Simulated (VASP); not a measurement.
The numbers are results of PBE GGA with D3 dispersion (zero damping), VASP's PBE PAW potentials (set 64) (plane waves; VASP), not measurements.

A VASP calculation is set up with these files.

POSCAR:
```
La
1
    1.8383925491    -3.1841895101     0.0000000000
    1.8383925491     3.1841895101     0.0000000000
    0.0000000000     0.0000000000    11.7327340156
La
4
Direct
  0.0000000000   0.0000000000   0.5000000000
  0.0000000000   0.0000000000   0.0000000000
  0.3333330000   0.6666670000   0.2500000000
  0.6666670000   0.3333330000   0.7500000000
```

**INCAR**
```
# general
SYSTEM =La
PREC   =Accurate
ENCUT  =520
LREAL  =.FALSE.
LASPH  =.TRUE.   # aspherical one-centre terms

# electronic loop
EDIFF  =1E-7
NELM   =100   # most electronic steps
ALGO   =Normal   # blocked Davidson
LMAXMIX=6   # l cut-off of mixed one-centre charges

# smearing
ISMEAR =1   # Methfessel-Paxton
SIGMA  =0.1   # width (eV)

# functional
GGA    =PE   # PBE
IVDW   =11   # D3, zero damping

# ions
IBRION =2
NSW    =30
ISIF   =4   # ions and shape, fixed volume
EDIFFG =-0.01   # ionic stop

# output
LWAVE  =.FALSE.
LCHARG =.FALSE.
```

### KPOINTS
```
Automatic
0
Gamma
 10 10 3
```

POTCAR, in this order: La (PBE.64 set). Program: vasp_std.

The run wrote:

File OUTCAR:
```
 ion  position               nearest neighbor table
   1  0.000  0.000  0.500-   3 3.62   4 3.62   4 3.62   3 3.62   4 3.62   3 3.62
   2  0.000  0.000  0.000-   3 3.62   4 3.62   4 3.62   3 3.62   4 3.62   3 3.62
   3  0.333  0.667  0.250-   1 3.62   2 3.62   1 3.62   2 3.62   1 3.62   2 3.62
   4  0.667  0.333  0.750-   1 3.62   2 3.62   1 3.62   2 3.62   1 3.62   2 3.62
  LATTYP: Found a hexagonal cell.
 ALAT       =     3.6767852808
 C/A-ratio  =     3.1910305116
 Subroutine PRICEL returns:
 Original cell was already a primitive cell.
 Subroutine GETGRP returns: Found 24 space group operations
The static configuration has the point symmetry D_3d.
 The point group associated with its full space group is D_6h.
The dynamic configuration has the point symmetry D_3d.
 Subroutine INISYM returns: Found 24 space group operations
 Subroutine IBZKPT returns following result:
 Found     28 irreducible k-points:

 Following reciprocal coordinates:
            Coordinates               Weight
  0.000000  0.000000  0.000000      1.000000
  0.100000  0.000000  0.000000      6.000000
  0.200000  0.000000  0.000000      6.000000
  0.300000  0.000000  0.000000      6.000000
  0.400000  0.000000  0.000000      6.000000
  0.500000  0.000000  0.000000      3.000000
  0.100000  0.100000  0.000000      6.000000
  0.200000  0.100000  0.000000     12.000000
  0.300000  0.100000  0.000000     12.000000
  0.400000  0.100000  0.000000     12.000000
  0.200000  0.200000  0.000000      6.000000
  0.300000  0.200000  0.000000     12.000000
  0.400000  0.200000  0.000000      6.000000
  0.300000  0.300000  0.000000      6.000000
  0.000000  0.000000  0.333333      2.000000
  0.100000  0.000000  0.333333     12.000000
  0.200000  0.000000  0.333333     12.000000
  0.300000  0.000000  0.333333     12.000000
  0.400000  0.000000  0.333333     12.000000
  0.500000  0.000000  0.333333      6.000000
  0.100000  0.100000  0.333333     12.000000
  0.200000  0.100000  0.333333     24.000000
  0.300000  0.100000  0.333333     24.000000
  0.400000  0.100000  0.333333     24.000000
  0.200000  0.200000  0.333333     12.000000
  0.300000  0.200000  0.333333     24.000000
  0.400000  0.200000  0.333333     12.000000
  0.300000  0.300000  0.333333     12.000000
   k-points           NKPTS =     28   k-points in BZ     NKDIM =     28   number of bands    NBANDS=     26
   number of dos      NEDOS =    301   number of ions     NIONS =      4
   total plane-waves  NPLWV =  70560
   dimension x,y,z NGX =    28 NGY =   28 NGZ =   90
   dimension x,y,z NGXF=    56 NGYF=   56 NGZF=  180
   ions per type =               4
   PREC   = accura    normal or accurate (medium, high low for compatibility)
   ISTART =      0    job   : 0-new  1-cont  2-samecut
   ICHARG =      2    charge: 1-file 2-atom 10-const
   ISPIN  =      1    spin polarized calculation?
   LNONCOLLINEAR =      F non collinear calculations
   LSORBIT =      F    spin-orbit coupling
   INIWAV =      1    electr: 0-lowe 1-rand  2-diag
   ENCUT  =  520.0 eV  38.22 Ry    6.18 a.u.   6.84  6.84 21.82*2*pi/ulx,y,z
   NELM   =    100;   NELMIN=  2; NELMDL= -5     # of ELM steps
   EDIFF  = 0.1E-06   stopping-criterion for ELM
   LREAL  =      F    real-space projection
   NLSPLINE    = F    spline interpolate recip. space projectors
   LMAXMIX     =    6 max onsite mixed and CHGCAR
   VOSKOWN=      0    Vosko Wilk Nusair interpolation
   EDIFFG = -.1E-01   stopping-criterion for IOM
   NSW    =     30    number of steps for IOM
   NBLOCK =      1;   KBLOCK =     30    inner block; outer block
   IBRION =      2    ionic relax: 0-MD 1-quasi-New 2-CG
   NFREE  =      1    steps in history (QN), initial steepest desc. (CG)
   ISIF   =      4    stress and relaxation
   ISYM   =      2    0-nonsym 1-usesym 2-fastsym
...
```

File OSZICAR:
```
       N       E                     dE             d eps       ncg     rms          rms(c)
DAV:   1     0.572804739353E+03    0.57280E+03   -0.14984E+04  1456   0.235E+03
DAV:   2     0.119568539602E+03   -0.45324E+03   -0.44738E+03  2200   0.462E+02
DAV:   3    -0.255846433775E+01   -0.12213E+03   -0.12110E+03  2712   0.289E+02
DAV:   4    -0.170560538919E+02   -0.14498E+02   -0.14195E+02  2688   0.101E+02
DAV:   5    -0.191741387920E+02   -0.21181E+01   -0.20580E+01  2848   0.341E+01    0.543E+00
DAV:   6    -0.194135061346E+02   -0.23937E+00   -0.29435E+00  2840   0.125E+01    0.277E+00
DAV:   7    -0.194373586419E+02   -0.23853E-01   -0.41524E-01  2728   0.458E+00    0.667E-01
DAV:   8    -0.194475263457E+02   -0.10168E-01   -0.61253E-02  2872   0.180E+00    0.221E-01
DAV:   9    -0.194503353725E+02   -0.28090E-02   -0.10383E-02  2864   0.596E-01    0.143E-01
DAV:  10    -0.194513639341E+02   -0.10286E-02   -0.44649E-03  2520   0.472E-01    0.384E-02
DAV:  11    -0.194513485695E+02    0.15365E-04   -0.48720E-04  2776   0.173E-01    0.334E-02
DAV:  12    -0.194513594330E+02   -0.10864E-04   -0.13022E-04  2600   0.852E-02    0.630E-03
DAV:  13    -0.194513625329E+02   -0.30999E-05   -0.18435E-05  2704   0.336E-02    0.344E-03
DAV:  14    -0.194513585581E+02    0.39748E-05   -0.26713E-06  2176   0.975E-03    0.236E-03
DAV:  15    -0.194513583191E+02    0.23901E-06   -0.21067E-07  1560   0.706E-03    0.462E-04
DAV:  16    -0.194513582339E+02    0.85230E-07    0.18162E-07  1424   0.487E-03
   1 F= -.20922779E+02 E0= -.20922463E+02  d E =-.209228E+02
       N       E                     dE             d eps       ncg     rms          rms(c)
DAV:   1    -0.194518487925E+02   -0.49047E-03   -0.44812E-02  2186   0.387E+00    0.102E-01
DAV:   2    -0.194515271232E+02    0.32167E-03   -0.14592E-03  2540   0.449E-01    0.555E-02
DAV:   3    -0.194513995721E+02    0.12755E-03   -0.70072E-04  2608   0.276E-01    0.144E-02
DAV:   4    -0.194514000701E+02   -0.49803E-06   -0.41357E-05  2528   0.598E-02    0.903E-03
DAV:   5    -0.194514000676E+02    0.25184E-08   -0.29157E-06  2488   0.157E-02    0.512E-03
DAV:   6    -0.194514000327E+02    0.34942E-07   -0.79069E-07  1856   0.766E-03
   2 F= -.20922914E+02 E0= -.20922602E+02  d E =-.134856E-03
       N       E                     dE             d eps       ncg     rms          rms(c)
DAV:   1    -0.194518781274E+02   -0.47806E-03   -0.51265E-02  2156   0.414E+00    0.109E-01
DAV:   2    -0.194515117503E+02    0.36638E-03   -0.16692E-03  2536   0.482E-01    0.594E-02
DAV:   3    -0.194513659664E+02    0.14578E-03   -0.80228E-04  2632   0.296E-01    0.154E-02
DAV:   4    -0.194513664268E+02   -0.46036E-06   -0.46453E-05  2528   0.634E-02    0.963E-03
DAV:   5    -0.194513664718E+02   -0.45061E-07   -0.34453E-06  2560   0.166E-02    0.527E-03
DAV:   6    -0.194513664330E+02    0.38791E-07   -0.80220E-07  1832   0.731E-03
   3 F= -.20922984E+02 E0= -.20922681E+02  d E =-.205419E-03
```

File OUTCAR:
```
------------------------ aborting loop because EDIFF is reached ----------------------------------------
 Edisp (eV)   -1.47162
  FORCE on cell =-STRESS in cart. coord.  units (eV):
  Direction    XX          YY          ZZ          XY          YZ          ZX
  --------------------------------------------------------------------------------------
  Total       0.20952     0.20952     0.18512     0.00000     0.00000     0.00000
  in kB       2.44378     2.44378     2.15923     0.00000     0.00000     0.00000
  external pressure =        2.35 kB  Pullay stress =        0.00 kB
  volume of cell :      137.36
      direct lattice vectors                 reciprocal lattice vectors
     1.840602307 -3.188016926 -0.000000000     0.271650208 -0.156837310  0.000000000
     1.840602307  3.188016926  0.000000000     0.271650208  0.156837310  0.000000000
     0.000000000  0.000000000 11.704579157    -0.000000000 -0.000000000  0.085436647
 POSITION                                       TOTAL-FORCE (eV/Angst)
 -----------------------------------------------------------------------------------
      0.00000     -0.00000      5.85229        -0.000000      0.000000     -0.000000
      0.00000     -0.00000     -0.00000        -0.000000      0.000000     -0.000000
      1.84060      1.06267      2.92614         0.000000     -0.000000     -0.000000
      1.84060     -1.06267      8.77843         0.000000     -0.000000      0.000000
 -----------------------------------------------------------------------------------
    total drift:                                0.000000      0.000000      0.000000
  FREE ENERGIE OF THE ION-ELECTRON SYSTEM (eV)
  ---------------------------------------------------
  free  energy   TOTEN  =       -20.9229843201 eV

  energy  without entropy=      -20.9220755533  energy(sigma->0) =      -20.92268140

 reached required accuracy - stopping structural energy minimisation
```
(Selected blocks of OUTCAR.)

File CONTCAR:
```
La
   1.00000000000000
     1.8406023070815314   -3.1880169261039666   -0.0000000000000000
     1.8406023070815314    3.1880169261039666    0.0000000000000000
     0.0000000000000000    0.0000000000000000   11.7045791574736207
  La
     4
Direct
     0.0000000000000000    0.0000000000000000    0.5000000000000000
     0.0000000000000000    0.0000000000000000    0.0000000000000000
     0.3333330000000032    0.6666669999999968    0.2500000000000000
     0.6666669999999968    0.3333330000000032    0.7500000000000000
```

The compound is La in the dhcp structure. This run relaxes it. Symmetry was kept, so distortions that lower it aren't found.
